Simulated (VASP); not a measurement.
A VASP calculation is set up with these files.

KPOINTS:
```
kpoints
0
Gamma
  6 6 4
```

File POSCAR:
```
MgI2
1.0
  2.1041397787  -3.6444765601   0.0000000000
  2.1041397787   3.6444765601   0.0000000000
  0.0000000000   0.0000000000   7.5570257345
Mg I
1 2
direct
  0.0000000000   0.0000000000   0.0000000000
  0.3333330000   0.6666670000   0.2209605370
  0.6666670000   0.3333330000   0.7790394630
```

**INCAR**
```
! general
SYSTEM  = MgI2
PREC    = Accurate
ENCUT   = 480   ! plane-wave cut-off (eV)
LREAL   = .FALSE.   ! projection in real space or not
LASPH   = .TRUE.   ! aspherical one-centre terms

! electronic loop
EDIFF   = 1E-7
NELM    = 100
ALGO    = Normal   ! blocked Davidson
LMAXMIX = 4

! smearing
ISMEAR  = 0
SIGMA   = 0.05   ! width (eV)

! functional
GGA     = PE

! ions
IBRION  = 2   ! conjugate gradients
NSW     = 40   ! most ionic steps
ISIF    = 3   ! ions, shape and volume
EDIFFG  = -0.01   ! ionic stop
PSTRESS = 200   ! kbar

! output
LWAVE   = .FALSE.
LCHARG  = .FALSE.
```

POTCAR, in this order: Mg I (PBE.64 set). Program: vasp_std.

**Question.** Write an equivalent input for Ansatz.

**Answer.** One equivalent input (not run):
Ansatz 0.2 input:
```yaml
crystal:
  lattice:
    - [2.1041398, -3.6444766, 0.0000000]
    - [2.1041398, 3.6444766, 0.0000000]
    - [0.0000000, 0.0000000, 7.5570257]
  atoms:
    - { symbol: Mg, position: [0.0000000, 0.0000000, 0.0000000] }
    - { symbol: I, position: [0.3333330, 0.6666670, 0.2209605] }
    - { symbol: I, position: [0.6666670, 0.3333330, 0.7790395] }
kpoints:
  mp_grid: { grid: [6, 6, 4] }
hamiltonian:
  xc: pbe
  pseudopotentials: { kind: paw }
scf:
  occupations: { method: gaussian, width: 0.05 }
  max_iter: 100
relax:
  max_steps: 40
  f_tol: 0.01
  cell: { p_target: 20 }
output: { forces: true, stress: true, eigenvalues: true }
```
Limits of the translation: each code has its own PAW files, so the cut-off isn't converted (ENCUT is set for VASP's; basis.ecutwfc is left out, and Ansatz then takes the one that its files recommend); Ansatz stops its SCF on the density residual and VASP on the energy change (EDIFF).

The compound is MgI2 in the 1T layered structure. This run relaxes it under an external pressure of 20 GPa. Symmetry was kept, so distortions that lower it aren't found.
